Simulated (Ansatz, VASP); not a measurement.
**Two plane-wave programs on Si3Sn**

INCAR

```
SYSTEM = Si3Sn
  ALGO = Normal
  EDIFF = 1E-7
  EDIFFG = -0.05
  ENCUT = 600
  GGA = CA
  IBRION = 2
  ISIF = 3
  ISMEAR = 0
  LASPH = .TRUE.
  LCHARG = .FALSE.
  LREAL = .FALSE.
  LWAVE = .FALSE.
  NELM = 100
  NSW = 100
  PREC = Accurate
  SIGMA = 0.1
```

Contents of KPOINTS:

```
k-points
0
G
  6 6 6
  0 0 0
```

POSCAR

```
Si3Sn
1.0
    3.3915564296      0.0000000000      0.0000000000
    0.0000000000      3.3915564296      0.0000000000
    0.0000000000      0.0000000000      3.3915564296
Si Sn
3 1
Direct
    0.0000000000      0.5000000000      0.5000000000
    0.5000000000      0.0000000000      0.5000000000
    0.5000000000      0.5000000000      0.0000000000
    0.0000000000      0.0000000000      0.0000000000
```

Input for Ansatz:

```yaml
crystal:
  lattice:
    - [3.3915564296, 0.0, 0.0]
    - [0.0, 3.3915564296, 0.0]
    - [0.0, 0.0, 3.3915564296]
  atoms:
    - { symbol: Si, position: [0.0, 0.5, 0.5] }
    - { symbol: Si, position: [0.5, 0.0, 0.5] }
    - { symbol: Si, position: [0.5, 0.5, 0.0] }
    - { symbol: Sn, position: [0.0, 0.0, 0.0] }
basis:
  ecutwfc: 420
kpoints:
  mp_grid: { grid: [6, 6, 6] }
hamiltonian:
  xc: lda
scf:
  occupations: { method: gaussian, width: 0.1 }
output:
  forces: true
  stress: true
  eigenvalues: true
relax:
  adjacent_minimum: "off"
  f_tol: 0.05
  max_steps: 80
  cell: { stress_tol: 0.5 }
```

The cell comes from a database or a generator and needn't be the stable form of this composition.

Alike in both runs: task relaxation of cell and atoms; functional LDA; k mesh 6 × 6 × 6; occupations gaussian, width 0.1 eV; no spin polarisation.

```csv
,VASP,Ansatz
version,VASP 6.6.1,Ansatz 0.2.0
potentials or method,"VASP PAW LDA potentials, release 64 (Si, Sn_d)","scalar-relativistic, plane waves, PAW"
plane-wave cutoff (eV),600,420
valence electrons in the cell,26,26
```

```csv
,VASP,Ansatz,Ansatz less VASP
"gap on the k mesh at the Fermi level, each at its own relaxed structure (eV)",none,none,-
relaxed volume (Å³/atom),17.54,17.47,-0.069
relaxed cell length with the largest relative difference (Å),4.124,4.119,-0.0054
energy change over the relaxation (meV/atom),-2366,-2357,+8.8
```

A gap of «none» marks a metal or a gap that the smearing closes.

Caveats: the volume moved by over 15 % at a fixed basis, so the end points are rough (VASP).
